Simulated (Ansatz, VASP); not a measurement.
## YSb in two plane-wave programs

One calculation is typed for both programs; each brings its own data sets and cutoff. How far apart do they land? The cell is taken from a series of VASP runs on this material, whose earlier steps may have relaxed, scaled or displaced it; both programs get it as it stands.

Program: Ansatz 0.2.0. Level of theory: plane waves, with VASP 6.6.1 beside it; band structure at PBEsol, spin-orbit coupling. Results are calculated unless marked as measured.

### Step 1. Starting point

Symmetry: Fm-3m, No. 225, cubic system. The conventional cell has a = 6.118 Å, b = 6.118 Å, c = 6.118 Å, α = 90.00°, β = 90.00°, γ = 90.00°. Nearest to Y lie 6 Sb at 3.06 Å. Nearest to Sb lie 6 Y at 3.06 Å. Farther neighbours are not listed.

Structure file:

```cif
data_structure
_symmetry_space_group_name_H-M 'P 1'
_symmetry_Int_Tables_number 1
_cell_length_a 4.3263
_cell_length_b 4.3263
_cell_length_c 4.3263
_cell_angle_alpha 60.000
_cell_angle_beta 60.000
_cell_angle_gamma 60.000
_cell_volume 57.26
loop_
_atom_site_label
_atom_site_type_symbol
_atom_site_fract_x
_atom_site_fract_y
_atom_site_fract_z
_atom_site_occupancy
Y1 Y 0.50000 0.50000 0.50000 1
Sb2 Sb 0.00000 0.00000 0.00000 1
```

### Step 2. VASP: band structure, PBEsol, spin-orbit coupling

A single point gives forces, pressure and levels at one fixed geometry, so differences don't come from the geometry; what else differs is listed under the comparison.

Lines of VASP's logs that name or quote its potential files are left out, and so is its time.

Contents of INCAR:

```
SYSTEM = YSb
PREC = Accurate
ENCUT = 400
EDIFF = 1E-06
NELM = 100
ISMEAR = 0
SIGMA = 0.05
LREAL = .FALSE.
ALGO = Normal
GGA = PS
LNONCOLLINEAR = .TRUE.
MAGMOM = 0 0 0 0 0 0
NBANDS = 28
GGA_COMPAT = .FALSE.
LASPH = .TRUE.
LSORBIT = .TRUE.
LMAXMIX = 4
LORBIT = 11
LWAVE = .FALSE.
LCHARG = .FALSE.
KPAR = 2
```

Contents of POSCAR:

```
YSb
1.0
    0.0000000000      3.0591892983      3.0591892983
    3.0591892983      0.0000000000      3.0591892983
    3.0591892983      3.0591892983      0.0000000000
Y Sb
1 1
Direct
    0.5000000000      0.5000000000      0.5000000000
    0.0000000000      0.0000000000      0.0000000000
```

Contents of KPOINTS:

```
Automatic mesh
0
Gamma
5 5 5
0 0 0
```

Contents of KPOINTS_OPT:

```
Line mode
16
Line-mode
Reciprocal
  0.00000000   0.00000000   0.00000000 GAMMA
  0.50000000   0.00000000   0.50000000 X

  0.50000000   0.00000000   0.50000000 X
  0.50000000   0.25000000   0.75000000 W

  0.50000000   0.25000000   0.75000000 W
  0.37500000   0.37500000   0.75000000 K

  0.37500000   0.37500000   0.75000000 K
  0.00000000   0.00000000   0.00000000 GAMMA

  0.00000000   0.00000000   0.00000000 GAMMA
  0.50000000   0.50000000   0.50000000 L

  0.50000000   0.50000000   0.50000000 L
  0.62500000   0.25000000   0.62500000 U

  0.62500000   0.25000000   0.62500000 U
  0.50000000   0.25000000   0.75000000 W

  0.50000000   0.25000000   0.75000000 W
  0.50000000   0.50000000   0.50000000 L

  0.50000000   0.50000000   0.50000000 L
  0.37500000   0.37500000   0.75000000 K

  0.62500000   0.25000000   0.62500000 U
  0.50000000   0.00000000   0.50000000 X
```

PAW data sets: Y_sv and Sb (PBE family, release 64).

Launch:

```bash
$ mpirun -np 2 vasp_ncl
```

Numbers of over 12 decimals in the logs are rounded to 6 here.

What it wrote:

```text
[banner, memory and clock lines left out]
running    2 mpi-ranks, on    1 nodes
 distrk:  each k-point on    1 cores,    2 groups
 distr:  one band on    1 cores,    1 groups

 POSCAR found type information on POSCAR Y Sb
 POSCAR found :  2 types and       2 ions
|                                                                             |
|               ----> ADVICE to this user running VASP <----                  |
|                                                                             |
|     You enforced a specific xc type in the INCAR file but a different       |
|     [... a line on the potential file left out ...]
|     I HOPE YOU KNOW WHAT YOU ARE DOING!                                     |
|                                                                             |

 LDA part: xc-table for (Slater+PW92), standard interpolation
 POSCAR, INCAR and KPOINTS ok, starting setup
 FFT: planning ... GRIDC
 FFT: planning ... GRID_SOFT
 FFT: planning ... GRID
 WAVECAR not read
 entering main loop
       N       E                     dE             d eps       ncg     rms          rms(c)
DAV:   1     0.650711391736E+02    0.65071E+02   -0.58277E+03   560   0.830E+02
DAV:   2    -0.858744857363E+01   -0.73659E+02   -0.69802E+02   688   0.224E+02
DAV:   3    -0.143052583482E+02   -0.57178E+01   -0.56267E+01   928   0.428E+01
DAV:   4    -0.146550582458E+02   -0.34980E+00   -0.34716E+00   756   0.101E+01
DAV:   5    -0.146660454123E+02   -0.10987E-01   -0.10986E-01   780   0.166E+00    0.273E+01
DAV:   6    -0.139484200836E+02    0.71763E+00   -0.95692E-01   628   0.578E+00    0.182E+01
DAV:   7    -0.138939055073E+02    0.54515E-01   -0.65863E-01   752   0.474E+00    0.686E+00
DAV:   8    -0.138847198225E+02    0.91857E-02   -0.60011E-02   668   0.140E+00    0.232E+00
DAV:   9    -0.138794438774E+02    0.52759E-02   -0.32917E-02   604   0.119E+00    0.569E-01
DAV:  10    -0.138789921881E+02    0.45169E-03   -0.37863E-03   664   0.369E-01    0.151E-01
DAV:  11    -0.138789963692E+02   -0.41811E-05   -0.18069E-04   712   0.103E-01    0.709E-02
DAV:  12    -0.138789976222E+02   -0.12530E-05   -0.23897E-05   772   0.290E-02    0.137E-02
DAV:  13    -0.138789972868E+02    0.33547E-06   -0.10097E-06   520   0.885E-03
   1 F= -.13878997E+02 E0= -.13878320E+02  d E =-.135406E-02  mag=     0.0000     0.0000    -0.0000
 Start KPOINTS_OPT (optional k-point list driver)
k-point batch [1-10\160]
       N       E                     dE             ncg
DAV:   1    -0.854748029830E+03   -0.15670E+04      568
DAV:   2    -0.152911799987E+04   -0.67437E+03      704
DAV:   3    -0.158716656475E+04   -0.58049E+02      920
DAV:   4    -0.159081226228E+04   -0.36457E+01      736
DAV:   5    -0.159093619965E+04   -0.12394E+00      796
DAV:   6    -0.159093741505E+04   -0.12154E-02      716
DAV:   7    -0.159093744934E+04   -0.34288E-04      792
DAV:   8    -0.159093745046E+04   -0.11266E-05      428
DAV:   9    -0.159093745052E+04   -0.52930E-07      376
[...]
k-point batch [151-160\160]
       N       E                     dE             ncg
DAV:   1    -0.874630461825E+03   -0.54178E+04      584
DAV:   2    -0.159266582957E+04   -0.71804E+03      732
DAV:   3    -0.164632034642E+04   -0.53655E+02      824
DAV:   4    -0.164918545395E+04   -0.28651E+01      752
DAV:   5    -0.164925496004E+04   -0.69506E-01      728
DAV:   6    -0.164925533788E+04   -0.37785E-03      680
DAV:   7    -0.164925535601E+04   -0.18126E-04      768
DAV:   8    -0.164925535615E+04   -0.14359E-06      544
```

From OUTCAR (step 2):

```text
ion  position               nearest neighbor table
   1  0.500  0.500  0.500-   2 3.06   2 3.06   2 3.06   2 3.06   2 3.06   2 3.06
   2  0.000  0.000  0.000-   1 3.06   1 3.06   1 3.06   1 3.06   1 3.06   1 3.06

  LATTYP: Found a face centered cubic cell.
 ALAT       =     6.1183785966

 Subroutine GETGRP returns: Found 48 space group operations
 (whereof 48 operations were pure point group operations)

The static configuration has the point symmetry O_h .

 Found     10 irreducible k-points:

   k-points           NKPTS =     10   k-points in BZ     NKDIM =     10   number of bands    NBANDS=     28

   dimension x,y,z NGX =    28 NGY =   28 NGZ =   28
   dimension x,y,z NGXF=    56 NGYF=   56 NGZF=   56

   ENCUT  =  400.0 eV  29.40 Ry    5.42 a.u.   7.06  7.06  7.06*2*pi/ulx,y,z

   NELECT =      16.0000    total number of electrons

 k-points in reciprocal lattice and weights: Automatic mesh
   0.00000000  0.00000000  0.00000000       0.008
   0.20000000  0.00000000  0.00000000       0.064
   0.40000000  0.00000000  0.00000000       0.064
   0.20000000  0.20000000  0.00000000       0.048
   0.40000000  0.20000000  0.00000000       0.192
  -0.40000000  0.20000000  0.00000000       0.192
  -0.20000000  0.20000000  0.00000000       0.096
   0.40000000  0.40000000  0.00000000       0.048
  -0.40000000  0.40000000  0.00000000       0.096
  -0.40000000  0.40000000  0.20000000       0.192

 average (electrostatic) potential at core
       1 -35.3052       2 -86.0664

 E-fermi :   5.0662

 k-point     1 :       0.0000    0.0000    0.0000
  band No.  band energies     occupation
    ...
      6     -16.9250      1.00000
      7     -16.9250      1.00000
      8     -16.9250      1.00000
      9      -4.7158      1.00000
     10      -4.7158      1.00000
     11       5.5414      0.00000
     12       5.5414      0.00000
     13       6.3178      0.00000
     14       6.3178      0.00000
     15       6.3178      0.00000
    ...

 k-point     2 :       0.2000    0.0000    0.0000
  band No.  band energies     occupation
    ...
     12       3.5168      1.00000
     13       4.4252      1.00000
     14       4.4252      1.00000
     15       4.6769      1.00000
     16       4.6769      1.00000
     17       6.8697      0.00000
     18       6.8697      0.00000
     19       6.8822      0.00000
     20       6.8822      0.00000
     21       7.0187      0.00000
    ...

 k-point     3 :       0.4000    0.0000    0.0000
  band No.  band energies     occupation
    ...
     12       1.3092      1.00000
     13       3.4287      1.00000
     14       3.4287      1.00000
     15       3.6862      1.00000
     16       3.6862      1.00000
     17       7.7740      0.00000
     18       7.7740      0.00000
     19       7.9531      0.00000
     20       7.9531      0.00000
     21       7.9533      0.00000
    ...

  Total       -0.0186287     -0.0186287     -0.0186287      0.0000000      0.0000000     -0.0000000
  in kB       -0.5212488     -0.5212488     -0.5212488      0.0000000      0.0000000     -0.0000000
  external PRESSURE =      -0.5212488 kB  Pullay stress =       0.0000000 kB

  energy-cutoff  :      400.00
  volume of cell :       57.26
      direct lattice vectors                 reciprocal lattice vectors
     0.000000000  3.059189298  3.059189298    -0.163441994  0.163441994  0.163441994
     3.059189298  0.000000000  3.059189298     0.163441994 -0.163441994  0.163441994
     3.059189298  3.059189298  0.000000000     0.163441994  0.163441994 -0.163441994

 POSITION                                       TOTAL-FORCE (eV/Angst)
 -----------------------------------------------------------------------------------
      3.05919      3.05919      3.05919         0.000000      0.000000      0.000000
      0.00000      0.00000      0.00000        -0.000000     -0.000000     -0.000000
 -----------------------------------------------------------------------------------
    total drift:                                0.000000      0.000000      0.000000

  FREE ENERGIE OF THE ION-ELECTRON SYSTEM (eV)
  ---------------------------------------------------
  free  energy   TOTEN  =       -13.8789972868 eV

  energy  without entropy=      -13.8776432318  energy(sigma->0) =      -13.87832026

 Spin-Orbit-Coupling matrix elements
 Ion:    1  E_soc:     -0.1003836
 Ion:    2  E_soc:     -0.1292637

 total charge
# of ion       s       p       d       f       tot
--------------------------------------------------
    1        2.170   6.325   0.983   0.028   9.506
    2        1.118   1.459   0.015   0.000   2.591
--------------------------------------------------
tot          3.287   7.784   0.997   0.028  12.096

 magnetization (x)
# of ion       s       p       d       f       tot
--------------------------------------------------
    1        0.000  -0.000   0.000  -0.000  -0.000
    2       -0.000   0.000   0.000   0.000  -0.000
--------------------------------------------------
tot         -0.000  -0.000   0.000  -0.000  -0.000

 magnetization (y)
# of ion       s       p       d       f       tot
--------------------------------------------------
    1        0.000  -0.000   0.000   0.000  -0.000
    2       -0.000   0.000  -0.000   0.000  -0.000
--------------------------------------------------
tot         -0.000  -0.000  -0.000   0.000  -0.000

 magnetization (z)
# of ion       s       p       d       f       tot
--------------------------------------------------
    1       -0.000  -0.000   0.000   0.000  -0.000
    2       -0.000   0.000   0.000   0.000   0.000
--------------------------------------------------
tot         -0.000  -0.000   0.000   0.000   0.000

[... 3 further parts left out ...]
```

The k-mesh is coarse for a metal.

The run ends at a pressure of -0.05 GPa.

(Part 1 of 2 ends here.)

[Lines on the potential files, build, host, timing and source positions are cut from VASP's logs without a mark.]

[Logs are printed without paths, hosts, clocks, repeated set-up lines and the standing remarks that a program may print on its own settings, such as how far it seeks lower states.]

[Hosts, paths, dates, database ids (printed as entryN), source tags and the programs' standing remarks are cut or masked in the printed files.]
